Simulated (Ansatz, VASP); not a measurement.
# BiTe in two plane-wave programs

Wanted: the spread between two codes on one cell, functional and k mesh. The cell is taken from a series of runs on this material, whose earlier steps may have relaxed, scaled, displaced or heated it; both programs get it as it stands.

Program: Ansatz 0.2.0. Level of theory: plane waves, with VASP 6.6.1 beside it; zone-centre phonons at PBEsol. Results are calculated unless marked as measured.

## 1. Set-up

The structure is orthorhombic, space group Pmmn (No. 59). Conventional cell: a = 4.530 Å, b = 6.391 Å, c = 4.518 Å, α = 90.00°, β = 90.00°, γ = 90.00°. Nearest to Bi lie 6 Te at 3.16 to 3.24 Å. Te has 6 Bi at 3.16 to 3.24 Å nearest. Farther neighbours and most contacts between anions are not listed.

As a file:

```cif
data_structure
_symmetry_space_group_name_H-M 'P 1'
_symmetry_Int_Tables_number 1
_cell_length_a 4.5296
_cell_length_b 6.3906
_cell_length_c 4.5183
_cell_angle_alpha 90.000
_cell_angle_beta 90.000
_cell_angle_gamma 90.000
_cell_volume 130.79
loop_
_atom_site_label
_atom_site_type_symbol
_atom_site_fract_x
_atom_site_fract_y
_atom_site_fract_z
_atom_site_occupancy
Bi1 Bi 0.50000 0.50000 0.26351 1
Bi2 Bi 0.00000 0.00000 0.73649 1
Te3 Te 0.50000 0.00000 0.22389 1
Te4 Te 0.00000 0.50000 0.77611 1
```

## 2. Ansatz: zone-centre phonons, PBEsol

Ansatz runs on its PAW soft_1 files.

Second derivatives magnify differences that forces hide, and they need a tight electronic threshold.

File input.yaml:

```yaml
crystal:
  lattice:
    - [4.529629137, 0.0, 0.0]
    - [0.0, 6.3905997571, 0.0]
    - [0.0, 0.0, 4.5182958739]
  atoms:
    - { symbol: Bi, position: [0.5, 0.5, 0.2635110295] }
    - { symbol: Bi, position: [0.0, 0.0, 0.7364889705] }
    - { symbol: Te, position: [0.5, 0.0, 0.2238916425] }
    - { symbol: Te, position: [0.0, 0.5, 0.7761083575] }
kpoints:
  mp_grid: { grid: [10, 8, 10] }
hamiltonian:
  xc: pbesol
  pseudopotentials: { kind: paw, azcp: { folder: soft_1 }, xc_functional: pbe }
scf:
  occupations: { method: methfessel_paxton, width: 0.2 }
output:
  eigenvalues: true
phonons:
  method: dfpt
```

Run with:

```bash
$ ansatz run input.yaml --threads 4 --pin off --max-ram 10240MiB --backend cpu --events-out ev --progress --plain --runs-dir out
```

Numbers of over 12 decimals in the logs are rounded to 6 here.

The log of the run:

```text
zone centre: on kpoints.mp_grid the ground state, and the responses unless they are solved on pairs of k-points, stand on 180 of the mesh's 800 k-points, reduced under 4 symmetry operations, with k and −k counted as one. Each operation leaves every solved displacement unchanged or reverses it
Engine: ansatz 0.2.0, aarch64-unknown-linux-gnu
Pseudopotentials: kind: paw
Pseudopotential: Bi, paw, valence charge 15, recommended cutoff 420 eV (normal), soft_1/Bi.paw.azcp
Pseudopotential: Te, paw, valence charge 16, recommended cutoff 420 eV (normal), soft_1/Te.paw.azcp
Functional definition: PBEsol
  exchange = pbesol_x
  correlation = pbesol_c
Crystal: 4 atoms, lattice volume = 130.791 Å³
Basis set: ecut = 420 eV, 2541 PW (Γ), exchange–correlation on 64×96×64 points (8 copies of the dense FFT grid, shifted against one another)
Bands: 38, of which v1, the nominal top of the filled ones, is band 31 counted from 1 (30 counted from 0)
Symmetry: 8 space group operations
k-points: 180 of 800 (irreducible under 4 space group operations, time reversal used)
Non-local potential: Bi, projectors of the file, l = 0: 2, l = 1: 2, l = 2: 2, l = 3: 1
Non-local potential: Te, projectors of the file, l = 0: 2, l = 1: 2, l = 2: 2, l = 3: 1
PAW form: soft (Blöchl's): semilocal exchange-correlation on the pseudo side does not see the compensation charge
PAW frozen core: Bi, regenerated for the run's functional, and the local potential with it (the file was generated under x = pbe(κ = 0.804, μ = 0.219515), c = pbe(β = 0.066725))
PAW frozen core: Te, regenerated for the run's functional, and the local potential with it (the file was generated under x = pbe(κ = 0.804, μ = 0.219515), c = pbe(β = 0.066725))
PAW one-centre angular grid: Bi, 590 points (default); XC on 64 Gauss nodes
PAW one-centre angular grid: Te, 590 points (default); XC on 64 Gauss nodes
Initial density: superposition of atomic densities (chi_scale 0.1, normalization cell, long waves kept (reshape's long-wave potential 0.00 eV rms))
Initial wavefunctions: pseudopotential atomic-orbital guess
Functional: x = pbesol(κ = 0.804, μ = 0.123457), c = pbesol(β = 0.046)
SCF iter   1: F=—  HF=-38292.474657 eV  |F-HF|=—  |Δ(HF+E_count)|=         —  Δρ=9.57e-3  dr2=1.12e-1  ethr=3.10e-3  ⟨swp⟩=10.2  Hψ=32850  notcnv=0
preconditioner: auto → Kerker (q_TF=auto, 2.409 Å⁻¹)  [metal: Δε(μ)=0.020 eV  Ē_g=8.697 eV  σ=0.200 eV  W_gap=0.09  n_scr=36 (ndim 8)  ℏωp=15.2 eV  f_vac=0.000  D(μ)=2.44/eV (n_scr^D=14)]
SCF iter   2: F=—  HF=-38292.463874 eV  |F-HF|=—  |Δ(HF+E_count)|=   1.08e-2  S|Δr|=    0.00e0  Δρ=6.24e-3  dr2=5.00e-2  ethr=1.81e-4  ⟨swp⟩=1.1  Hψ=8361  notcnv=0  defer=17
SCF iter   3: F=—  HF=-38292.458269 eV  |F-HF|=—  |Δ(HF+E_count)|=   5.61e-3  S|Δr|=    0.00e0  Δρ=8.17e-4  dr2=8.58e-4  ethr=8.07e-5  ⟨swp⟩=2.8  Hψ=12181  notcnv=0  defer=17
SCF iter   4: F=—  HF=-38292.458483 eV  |F-HF|=—  |Δ(HF+E_count)|=   2.14e-4  S|Δr|=    0.00e0  Δρ=2.78e-4  dr2=1.40e-4  ethr=1.38e-6  ⟨swp⟩=2.0  Hψ=9776  notcnv=0  defer=17
SCF iter   5: F=—  HF=-38292.458546 eV  |F-HF|=—  |Δ(HF+E_count)|=   6.29e-5  S|Δr|=    0.00e0  Δρ=1.29e-4  dr2=3.99e-5  ethr=2.26e-7  ⟨swp⟩=2.3  Hψ=10484  notcnv=0  defer=17
SCF iter   6: F=—  HF=-38292.458563 eV  |F-HF|=—  |Δ(HF+E_count)|=   1.71e-5  S|Δr|=    0.00e0  Δρ=3.02e-5  dr2=1.82e-6  ethr=6.44e-8  ⟨swp⟩=2.0  Hψ=8392  notcnv=0  defer=17
SCF iter   7: F=—  HF=-38292.458566 eV  |F-HF|=—  |Δ(HF+E_count)|=   3.10e-6  S|Δr|=    0.00e0  Δρ=6.40e-6  dr2=7.20e-8  ethr=2.94e-9  ⟨swp⟩=2.0  Hψ=8641  notcnv=0  defer=17
SCF iter   8: F=—  HF=-38292.458566 eV  |F-HF|=—  |Δ(HF+E_count)|=   9.68e-9  S|Δr|=    0.00e0  Δρ=1.16e-6  dr2=1.73e-9  ethr=1.16e-10  ⟨swp⟩=2.0  Hψ=10471  notcnv=0  defer=17
SCF iter   9: F=—  HF=-38292.458566 eV  |F-HF|=—  |Δ(HF+E_count)|=  4.29e-10  S|Δr|=    0.00e0  Δρ=3.38e-7  dr2=1.72e-10  ethr=2.79e-12  ⟨swp⟩=2.0  Hψ=12229  notcnv=0  defer=17
SCF iter  10: F=-38292.458566 eV  HF=-38292.458566 eV  |F-HF|=7.28e-12  |Δ(HF+E_count)|=  7.28e-12  S|Δr|=    0.00e0  Δρ=7.56e-8  dr2=8.25e-12  ethr=1.00e-12  ⟨swp⟩=9.3  Hψ=41334  notcnv=0
SCF 1 converged in 10 iterations: F = -38292.458566 eV  dr2 = 8.25e-12
  greatest PAW one-centre occupation: 0.998 electrons in one spin orbital (limit 2), on the Te atom at site 3 (counted from 0), in its partial waves of l = 2
DFPT response loops at Γ: preconditioner auto → Kerker (q_TF=auto, 2.409 Å⁻¹) (partly filled bands, converged f_vac=0.005); β = 1.00, the filter's whole step (`scf.mixing.beta` (0.50) is not read by the response loops under this deck's `scf.mixing.preconditioner`; to damp them name `kerker` or `kerker_dos`, under which they read `scf.mixing.beta`, and type it under 1.00, their step now; both keys bind the ground state too); Broyden in place of MSR1
SCF converged after 10 iterations
Stability not checked: this state was not tested for a lower state beside it, because cold or Methfessel-Paxton smearing, or corrected tetrahedra, fill the levels in a way that the test cannot read (fill_not_monotonic; see scf.lower_state_search)
Free energy (F): -38292.458566 eV
Harris-Foulkes:  -38292.458566 eV  (|F-HF|=7.28e-12)
Internal energy: -38292.459467 eV  (E = F + TS)
E sigma→0 (E₀):  -38292.458791 eV
Entropy (-TS):   0.000901 eV (0.225 meV/atom)
Fermi energy:    10.212445 eV
--- Per-component energies (eV) ---
  E_band       = -704.940339
  E_kinetic    = 851.882938
  E_local      = -5753.781919  (includes V_loc(G=0)·N_el)
  E_nonlocal   = 956.170819
  E_hartree    = 2542.431015
  E_xc         = -545.359063
  E_vxc        = -467.333353  (∫ρ·V_xc dr)
  E_paw        = -30201.745078  (= ΣΔE_a)
  E_vpaw       = -1376.741368  (= ΣTr[D̂ρ^β])
  E_aug_tail   = 0.000588  (compensation charges beyond the density's cutoff)
  E_ewald      = -6142.987978
  E_core_change = 0.929211  (= ΣΔE_core)
  E_smearing   = 0.000901  (= −TS)
  E_closure    = 0.000000  (closes the sum)
  Σ components = -38292.458566   (vs F -38292.458566, Δ=0.00e0)
--- Band table (eV; the first three rows and the last of 180) ---
  k-point 0: bands = [... 27 lower, 7.5685, 7.5759, 7.6117, 12.1830, 12.4295, 12.4446, 12.5279, 13.8242, ... 3 higher]
  k-point 1: bands = [... 27 lower, 7.5097, 7.6483, 7.7077, 11.9379, 12.0417, 12.4592, 12.5521, 13.5623, ... 3 higher]
  k-point 2: bands = [... 27 lower, 7.2186, 7.8778, 8.0511, 11.0544, 11.1820, 12.5504, 12.6401, 12.7606, ... 3 higher]
  k-point 179: bands = [... 27 lower, 5.0157, 8.6204, 8.6204, 9.9570, 9.9570, 14.2497, 14.2497, 14.2518, ... 3 higher]
--- Phonons (Γ-DFPT): 6 representative perturbations + reference, on 180 of 800 k-points (Σ response iterations 18) ---
  k mesh reduced under 4 symmetry operations, with k and −k counted as one. Each operation leaves every solved displacement unchanged or reverses it
  ASR residual: 1.563e-4 → 0.000e0 eV/Å²; symmetrization residual: 1.747e-4 eV/Å²
  ASR residual per site (eV/Å²): 7.18e-5 7.18e-5 1.56e-4 1.56e-4
  Γ frequencies (cm⁻¹): 0.00 0.00 0.00 17.42 23.80 30.94 68.40 74.53 77.05 101.85 102.11 103.40
  non-analytic LO–TO correction: not included (Born effective charges unavailable; polar crystals: no LO–TO splitting at Γ)
```

The column dr2 measures how far the density is from self-consistency, as an energy; F and HF (Harris–Foulkes) agree once it is small.

(Continued in part 2 of 3.)

[Lines on the potential files, build, host, timing and source positions are cut from VASP's logs without a mark.]

[Logs are printed without paths, hosts, clocks, repeated set-up lines and the standing remarks that a program may print on its own settings, such as how far it seeks lower states.]

[Hosts, paths, dates, database ids (printed as entryN), source tags and the programs' standing remarks are cut or masked in the printed files.]
